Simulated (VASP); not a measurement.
# KCdF3 (P4/mmm) in VASP: a series of runs

One crystal, KCdF3, is run at these levels: LDA; tasks: single point.

Program: VASP 6.6.1. These are calculated values, not measurements. Logs are shortened: lines on timing, memory, paths and dates and some standing lists are left out, and cuts for length are marked.

### Step 1. The cell of the first run

The structure is tetragonal, space group P4/mmm (No. 123). Conventional cell: a = 4.514 Å, b = 4.514 Å, c = 4.382 Å, α = 90.00°, β = 90.00°, γ = 90.00°. K (site symmetry 4/mmm) has 12 F at 3.15 to 3.19 Å as nearest neighbours. Cd (site symmetry 4/mmm) has 6 F at 2.19 to 2.26 Å as nearest neighbours. F (site symmetry mmm) is surrounded by 2 Cd at 2.26 Å. Around F (site symmetry 4/mmm) lie 2 Cd at 2.19 Å.

The cell comes from a database or a generator and needn't be the stable form of this composition.

### Step 2. Single point, LDA (strain +0.0300 x Voigt [1, 1, 0, 0, 0, 0], atoms carried along)

The input, INCAR:

```
PREC = Accurate
ENCUT = 520
EDIFF = 1E-6
ISMEAR = 0
SIGMA = 0.05
LREAL = False
LASPH = True
NELM = 100
ALGO = Normal
ISIF = 2
LWAVE = False
LCHARG = True
GGA = CA
LELF = True
LVHAR = True
NBANDS = 29
```

The input, KPOINTS:

```
regular mesh
0
Gamma
  6 6 6
```

The input, POSCAR:

```
KCdF3
1.0
    4.5135516906      0.0000000000      0.0000000000
    0.0000000000      4.5135516906      0.0000000000
    0.0000000000      0.0000000000      4.3820890200
K Cd F
1 1 3
Direct
    0.0000000000      0.0000000000      0.0000000000
    0.5000000000      0.5000000000      0.5000000000
    0.0000000000      0.5000000000      0.5000000000
    0.5000000000      0.0000000000      0.5000000000
    0.5000000000      0.5000000000      0.0000000000
```

Potentials or basis: VASP PAW LDA potentials, release 64 (K_sv, Cd, F).

Launch:

```
$ cat potpaw_LDA.64/K_sv/POTCAR potpaw_LDA.64/Cd/POTCAR potpaw_LDA.64/F/POTCAR > POTCAR
$ mpirun -np 1 vasp_std > vasp.out
```

OUTCAR:

```text
PREC = Accurate
   ENCUT = 520
   EDIFF = 1E-6
   ISMEAR = 0
   LREAL = False
   LASPH = True
   NELM = 100
   ISIF = 2
   GGA = CA

 ion  position               nearest neighbor table
   1  0.000  0.000  0.000-
   2  0.500  0.500  0.500-   5 2.19   5 2.19   3 2.26   4 2.26   4 2.26   3 2.26
   3  0.000  0.500  0.500-   2 2.26   2 2.26
   4  0.500  0.000  0.500-   2 2.26   2 2.26
   5  0.500  0.500  0.000-   2 2.19   2 2.19

  LATTYP: Found a simple tetragonal cell.
 ALAT       =     4.5135516906
 C/A-ratio  =     0.9708737864

  Lattice vectors:

 A1 = (   4.5135516906,   0.0000000000,   0.0000000000)
 A2 = (   0.0000000000,   4.5135516906,   0.0000000000)
 A3 = (   0.0000000000,   0.0000000000,   4.3820890200)

Analysis of symmetry for initial positions (statically):
=====================================================================
 Subroutine PRICEL returns:
 Original cell was already a primitive cell.

 Routine SETGRP: Setting up the symmetry group for a
 simple tetragonal supercell.

 Subroutine GETGRP returns: Found 16 space group operations
 (whereof 16 operations were pure point group operations)
 out of a pool of 16 trial point group operations.

The static configuration has the point symmetry D_4h.

Analysis of symmetry for dynamics (positions and initial velocities):
=====================================================================
 Subroutine PRICEL returns:
 Original cell was already a primitive cell.

 Routine SETGRP: Setting up the symmetry group for a
 simple tetragonal supercell.

 Subroutine GETGRP returns: Found 16 space group operations
 (whereof 16 operations were pure point group operations)
 out of a pool of 16 trial point group operations.

The dynamic configuration has the point symmetry D_4h.

 Subroutine INISYM returns: Found 16 space group operations
 (whereof 16 operations are pure point group operations),
 and found     1 'primitive' translations

----------------------------------------------------------------------------------------

                                     Primitive cell

  volume of cell :      89.2726

  direct lattice vectors                    reciprocal lattice vectors
     4.513551691  0.000000000  0.000000000     0.221555012  0.000000000  0.000000000
     0.000000000  4.513551691  0.000000000     0.000000000  0.221555012  0.000000000
     0.000000000  0.000000000  4.382089020     0.000000000  0.000000000  0.228201663

  length of vectors
     4.513551691  4.513551691  4.382089020     0.221555012  0.221555012  0.228201663

  position of ions in fractional coordinates (direct lattice)
     0.000000000  0.000000000  0.000000000
     0.500000000  0.500000000  0.500000000
     0.000000000  0.500000000  0.500000000
     0.500000000  0.000000000  0.500000000
     0.500000000  0.500000000  0.000000000

  ion indices of the primitive-cell ions
   primitive index   ion index
                 1           1
                 2           2
                 3           3
                 4           4
                 5           5

----------------------------------------------------------------------------------------

 KPOINTS: regular mesh

Automatic generation of k-mesh.
 Grid dimensions read from file:
 generate k-points for:    6    6    6

 Generating k-lattice:

  Cartesian coordinates                     Fractional coordinates (reciprocal lattice)
     0.036925835  0.000000000  0.000000000     0.166666667  0.000000000  0.000000000
     0.000000000  0.036925835  0.000000000     0.000000000  0.166666667  0.000000000
     0.000000000  0.000000000  0.038033610     0.000000000  0.000000000  0.166666667

  Length of vectors
     0.036925835  0.036925835  0.038033610

  Shift w.r.t. Gamma in fractional coordinates (k-lattice)
     0.000000000  0.000000000  0.000000000

 Subroutine IBZKPT returns following result:
 ===========================================

 Found     40 irreducible k-points:

 Following reciprocal coordinates:
            Coordinates               Weight
  0.000000  0.000000  0.000000      1.000000
  0.166667  0.000000  0.000000      4.000000
  0.333333  0.000000  0.000000      4.000000
  0.500000  0.000000  0.000000      2.000000
  0.166667  0.166667  0.000000      4.000000
  0.333333  0.166667  0.000000      8.000000
[... 16 lines left out ...]
  0.333333  0.000000  0.333333      8.000000
  0.500000  0.000000  0.333333      4.000000
 [... further k-points ...]
   k-points           NKPTS =     40   k-points in BZ     NKDIM =     40   number of bands    NBANDS=     29
   number of dos      NEDOS =    301   number of ions     NIONS =      5
   total plane-waves  NPLWV =  46656
   dimension x,y,z NGX =    36 NGY =   36 NGZ =   36
   dimension x,y,z NGXF=    72 NGYF=   72 NGZF=   72
   ions per type =               1   1   3
   NGX,Y,Z   is equivalent  to a cutoff of  13.26, 13.26, 13.66 a.u.
   NGXF,Y,Z  is equivalent  to a cutoff of  26.52, 26.52, 27.32 a.u.
 SYSTEM =  unknown system
   PREC   = accura    normal or accurate (medium, high low for compatibility)
   ISTART =      0    job   : 0-new  1-cont  2-samecut
   ICHARG =      2    charge: 1-file 2-atom 10-const
   ISPIN  =      1    spin polarized calculation?
   LNONCOLLINEAR =      F non collinear calculations
   LSORBIT =      F    spin-orbit coupling
   LASPH  =      T    aspherical Exc in radial PAW
   ENCUT  =  520.0 eV  38.22 Ry    6.18 a.u.   8.39  8.39  8.15*2*pi/ulx,y,z
   NELM   =    100;   NELMIN=  2; NELMDL= -5     # of ELM steps
   EDIFF  = 0.1E-05   stopping-criterion for ELM
   LREAL  =      F    real-space projection
   EDIFFG = 0.1E-04   stopping-criterion for IOM
   NSW    =      0    number of steps for IOM
   IBRION =     -1    ionic relax: 0-MD 1-quasi-New 2-CG
   NFREE  =      0    steps in history (QN), initial steepest desc. (CG)
   ISIF   =      2    stress and relaxation
   ISYM   =      2    0-nonsym 1-usesym 2-fastsym
   POTIM  = 0.5000    time-step for ionic-motion
   TEBEG  =    0.0;   TEEND  =   0.0 temperature during run
   PSTRESS=    0.0 pullay stress
   NELECT =      42.0000    total number of electrons
   NUPDOWN=      -1.0000    fix difference up-down
   EMIN   =  10.00;   EMAX   =-10.00  energy-range for DOS
   EFERMI =   0.00;   METHOD = LEGACY
   ISMEAR =     0;   SIGMA  =   0.05  broadening in eV -4-tet -1-fermi 0-gaus
   EFERMI_NEDOS =   21; number of points for ismear=-14 and -15
   IALGO  =     38    algorithm
   IMIX   =      4    mixing-type and parameters
     AMIX     =   0.40;   BMIX     =  1.00
     AMIX_MAG =   1.60;   BMIX_MAG =  1.00
  volume/ion in A,a.u.               =      17.85       120.49
  Fermi-wavevector in a.u.,A,eV,Ry     =   1.273264  2.406121 22.057794  1.621202
  Thomas-Fermi vector in A             =   2.406097
   LORBIT       =      0    0 simple, 1 ext, 2 COOP (PROOUT), +10 PAW based schemes
   GGA     = CA    functional components
   LHFCALC =     F    Hartree Fock is set to
   AEXX    =    0.0000 exact exchange contribution
   IVDW    =     0    specifies the selected vdW correction
   LEPSILON=     F    determine dielectric tensor
   LRPA    =     F    only Hartree local field effects (RPA)
 non-spin polarized calculation
 Gauss-broadening in eV      SIGMA  =   0.05
  energy-cutoff  :      520.00
  volume of cell :       89.27
 maximum number of plane-waves:      2436
 NGX is ok and might be reduce to    36
   NGX = 17   NGY = 17   NGZ = 17

 number of electron      42.0000012 magnetization

 Free energy of the ion-electron system (eV)
  ---------------------------------------------------
  ext. energy  EPLUGINS =         0.00000000
  ---------------------------------------------------
  free energy    TOTEN  =       -21.50822661 eV

  energy without entropy =      -21.50822661  energy(sigma->0) =      -21.50822661

 E-fermi :  -2.0050     XC(G=0):  -9.4173

 val. band max:       -2.2819638805   @ k =   0.5000   0.5000   0.5000
 cond. band min:       0.4174683860   @ k =   0.0000   0.0000   0.0000
 fundamental gap:      2.6994322664
 Fermi energy:        -2.0050173002

 k-point     1 :       0.0000    0.0000    0.0000
  band No.  band energies     occupation
      1     -29.3783      2.00000
      2     -22.5951      2.00000
      3     -22.2596      2.00000
      4     -22.1569      2.00000
      5     -13.0760      2.00000
      6     -13.0760      2.00000
[... 21 lines left out ...]
     28       8.0126      0.00000
     29       9.1451      0.00000

 k-point     2 :       0.1667    0.0000    0.0000
  band No.  band energies     occupation
      1     -29.3773      2.00000
      2     -22.5855      2.00000
      3     -22.2506      2.00000
      4     -22.1599      2.00000
      5     -13.0796      2.00000
      6     -13.0734      2.00000
[... 21 lines left out ...]
     28       8.0500      0.00000
     29       9.1980      0.00000

 k-point     3 :       0.3333    0.0000    0.0000
  band No.  band energies     occupation
      1     -29.3753      2.00000
      2     -22.5679      2.00000
      3     -22.2291      2.00000
      4     -22.1687      2.00000
      5     -13.0866      2.00000
      6     -13.0681      2.00000
[... 21 lines left out ...]
     28       8.1288      0.00000
     29       9.2923      0.00000

 k-point     4 :       0.5000    0.0000    0.0000
  band No.  band energies     occupation
      1     -29.3743      2.00000
      2     -22.5597      2.00000
      3     -22.2142      2.00000
      4     -22.1767      2.00000
      5     -13.0901      2.00000
      6     -13.0655      2.00000
[... 597 lines left out ...]
     28       7.9949      0.00000
     29       9.1118      0.00000

 k-point    23 :       0.3333    0.0000    0.3333
  band No.  band energies     occupation
      1     -29.3718      2.00000
      2     -22.4694      2.00000
      3     -22.2568      2.00000
      4     -22.1673      2.00000
      5     -13.1006      2.00000
      6     -13.0893      2.00000
[... 21 lines left out ...]
     28       7.9842      0.00000
     29       8.8390      0.00000

 k-point    24 :       0.5000    0.0000    0.3333
  band No.  band energies     occupation
      1     -29.3709      2.00000
      2     -22.4656      2.00000
      3     -22.2326      2.00000
      4     -22.1780      2.00000
      5     -13.1034      2.00000
      6     -13.0988      2.00000
[... 21 lines left out ...]
     28       8.3246      0.00000
     29       8.7375      0.00000

 [... further k-points ...]

------------------------ aborting loop because EDIFF is reached ----------------------------------------

  FORCE on cell =-STRESS in cart. coord.  units (eV):
  Direction    XX          YY          ZZ          XY          YZ          ZX
  --------------------------------------------------------------------------------------
  -------------------------------------------------------------------------------------
  Total       -3.6335849     -3.6335849     -2.4960256      0.0000000     -0.0000000      0.0000000
  in kB      -65.2120509    -65.2120509    -44.7962413      0.0000000     -0.0000000      0.0000000
  external PRESSURE =     -58.4067810 kB  Pullay stress =       0.0000000 kB

 VOLUME and BASIS-vectors are now :
 -----------------------------------------------------------------------------
  energy-cutoff  :      520.00
  volume of cell :       89.27
      direct lattice vectors                 reciprocal lattice vectors
     4.513551691  0.000000000  0.000000000     0.221555012  0.000000000  0.000000000
     0.000000000  4.513551691  0.000000000     0.000000000  0.221555012  0.000000000
     0.000000000  0.000000000  4.382089020     0.000000000  0.000000000  0.228201663

 POSITION                                       TOTAL-FORCE (eV/Angst)
 -----------------------------------------------------------------------------------
      0.00000      0.00000      0.00000         0.000000      0.000000      0.000000
      2.25678      2.25678      2.19104         0.000000      0.000000      0.000000
      0.00000      2.25678      2.19104         0.000000      0.000000      0.000000
      2.25678      0.00000      2.19104         0.000000      0.000000      0.000000
      2.25678      2.25678      0.00000         0.000000      0.000000      0.000000
 -----------------------------------------------------------------------------------
    total drift:                                0.000000      0.000000      0.000000

  FREE ENERGIE OF THE ION-ELECTRON SYSTEM (eV)
  ---------------------------------------------------
  free  energy   TOTEN  =       -21.5082266122 eV

  energy  without entropy=      -21.5082266122  energy(sigma->0) =      -21.50822661
```

It took 78 s on 1 thread of Intel Xeon Platinum 8375C at 2.90GHz (Ice Lake), shared host; peak memory 0.23 GiB.

What came out:

```yaml
Free_energy: -21.5082 eV
Pressure: -5.8 GPa
Band_gap_on_the_k_mesh: 2.70 eV, indirect (least direct gap 4.18 eV)
```

Stress tensor (GPa, compression positive):
```
-6.52  0.00  0.00
 0.00 -6.52  0.00
 0.00  0.00 -4.48
```

### Step 3. Single point, LDA (strain +0.0100 x Voigt [1, 1, 0, 0, 0, 0], atoms carried along)

The input, INCAR:

```
  PREC = Accurate
  ENCUT = 520
  EDIFF = 1E-6
  ISMEAR = 0
  SIGMA = 0.05
  LREAL = F
  LASPH = T
  NELM = 100
  ALGO = Normal
  ISIF = 2
  LWAVE = F
  LCHARG = F
  GGA = CA
  NBANDS = 29
```

The input, KPOINTS:

```
Automatic mesh
0
Gamma
  6 6 6
```

Edit POSCAR of step 2 so:

```diff
@@ -2,4 +2,4 @@
 1.0
-    4.5135516906      0.0000000000      0.0000000000
-    0.0000000000      4.5135516906      0.0000000000
+    4.4259099102      0.0000000000      0.0000000000
+    0.0000000000      4.4259099102      0.0000000000
     0.0000000000      0.0000000000      4.3820890200
```

Potentials or basis: VASP PAW LDA potentials, release 64 (K_sv, Cd, F).

Launch:

```
$ cat potpaw_LDA.64/K_sv/POTCAR potpaw_LDA.64/Cd/POTCAR potpaw_LDA.64/F/POTCAR > POTCAR
$ mpirun -np 1 vasp_std > vasp.out
```

Run time: 66 s. Hardware: 1 thread of Intel Xeon Platinum 8375C at 2.90GHz (Ice Lake), shared host; peak memory 0.23 GiB.

The run converged. Its results:

* Free energy: -21.6204 eV
* Pressure: -4.0 GPa
* Band gap on the k mesh: 2.76 eV, indirect (least direct gap 4.45 eV)

Stress tensor (GPa, compression positive):
```
-4.27  0.00  0.00
 0.00 -4.27  0.00
 0.00  0.00 -3.46
```

Levels at points of the mesh, in eV from the valence-band top:
| k point | band 17 | band 18 | band 19 | band 20 | band 21 | band 22 | band 23 | band 24 | band 25 | band 26 |
| --- | --- | --- | --- | --- | --- | --- | --- | --- | --- | --- |
| (0.00, 0.00, 0.00) | -1.77 | -1.73 | -1.69 | -1.69 | -1.69 | 2.76 | 8.03 | 8.06 | 8.24 | 10.17 |
| (0.50, 0.00, 0.00) | -1.79 | -1.77 | -1.75 | -1.56 | -1.55 | 5.28 | 6.61 | 8.76 | 9.76 | 9.85 |
| (0.50, 0.50, 0.00) | -1.99 | -1.60 | -1.60 | -1.34 | -0.06 | 6.64 | 8.29 | 8.29 | 8.56 | 10.36 |
| (0.00, 0.00, 0.50) | -1.77 | -1.75 | -1.75 | -1.59 | -1.59 | 5.34 | 6.66 | 8.80 | 9.79 | 9.79 |
| (0.50, 0.00, 0.50) | -1.99 | -1.64 | -1.61 | -1.36 | -0.02 | 6.69 | 8.31 | 8.34 | 8.59 | 10.29 |
| (0.50, 0.50, 0.50) | -1.34 | -1.34 | -1.33 | -0.06 | 0.00 | 7.47 | 7.47 | 7.49 | 8.51 | 9.86 |

A k mesh can miss the band edges.
